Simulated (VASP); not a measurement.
Crystal: CdBr.

```xyz
2
Lattice="0.0000 3.0724 3.0724 3.0724 0.0000 3.0724 3.0724 3.0724 0.0000" Properties=species:S:1:pos:R:3 pbc="T T T"
Cd    0.0000    0.0000    0.0000
Br    3.0724    3.0724    3.0724
```

The cell was built by a generator and needn't be a form met in nature.

```yaml
Program: VASP 6.6.1
Task: relaxation of cell and atoms
Functional: revPBE
Potentials_or_basis: VASP PAW PBE potentials, release 64 (Cd, Br)
Cutoff: 600 eV
k_mesh: 8 × 8 × 8
Occupations: fermi-dirac, width 0.05 eV
Spin: no spin polarisation
```

At the start: pressure 2.6 GPa; volume 29.00 Å³/atom.

Q: Where does the relaxation end?

A: Over 4 steps the energy falls by 21.9 meV/atom and the volume is 31.99 Å³/atom (+10.3 %); space group Fm-3m (No. 225, to 0.05 Å).

The path:
```tsv
step	energy change (eV)	largest force (eV/Å)	pressure (GPa)	volume (Å³)
1	0.0000	0.0000	2.61	58.00
2	-0.0399	0.0000	0.66	62.06
3	-0.0438	0.0000	-0.04	64.11
4	-0.0439	0.0000	0.01	63.99
```

Final structure:
```
Cd Br
1.0
     0.00000    3.17460    3.17460
     3.17460    0.00000    3.17460
     3.17460    3.17460    0.00000
Cd Br
1 1
Direct
  0.00000 0.00000 0.00000
  0.50000 0.50000 0.50000
```

Caveat: the PAW data sets were made with another functional, which shifts forces and pressure a little; an odd number of electrons without spin polarisation forces a metal; a magnetic or distorted state may lie lower.
